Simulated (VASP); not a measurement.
# In3As under changes of volume

One of the cells (25.999 Å³/atom); the others are scaled copies at fixed shape and fractional positions:

```
CELL_PARAMETERS angstrom
4.70262 0.00000 0.00000
0.00000 4.70262 0.00000
0.00000 0.00000 4.70262
ATOMIC_POSITIONS crystal
In 0.50000 0.50000 0.00000
In 0.50000 0.00000 0.50000
In 0.00000 0.50000 0.50000
As 0.00000 0.00000 0.00000
```

The cell comes from a database or a generator and needn't be the stable form of this composition.

```yaml
Program: VASP 6.6.1
Functional: PBEsol
Potentials_or_basis: VASP PAW PBE potentials, release 64 (In_d, As)
Cutoff: 520 eV
k_mesh: 6 × 6 × 6
Occupations: fermi-dirac, width 0.05 eV
Spin: no spin polarisation
```

```tsv
volume (Å³/atom)	energy over the lowest point (meV/atom)	pressure (GPa)
23.960	0.00	0.4
24.470	0.21	-0.7
24.980	?	?
25.999	18.14	-3.1
26.509	28.80	-3.7
27.019	41.35	-4.3
```

Q: What does the run at 24.980 Å³/atom give?

A: Energy over the lowest point 3.54 meV/atom; pressure -1.6 GPa.

Worked out: A Birch-Murnaghan fit of order 3 (a polynomial in V^(-2/3)) to the other rows has its minimum at 24.18 Å³/atom with B0 = V·E''(V) = 50 GPa and B' = 4.9. It gives 3.54 meV/atom at 24.980 Å³/atom, against the run's 3.54, and -dE/dV = -1.5 GPa, against -1.6.

Energies are extrapolated to zero smearing.

Caveats: the PAW data sets were made with another functional, which shifts forces and pressure a little.
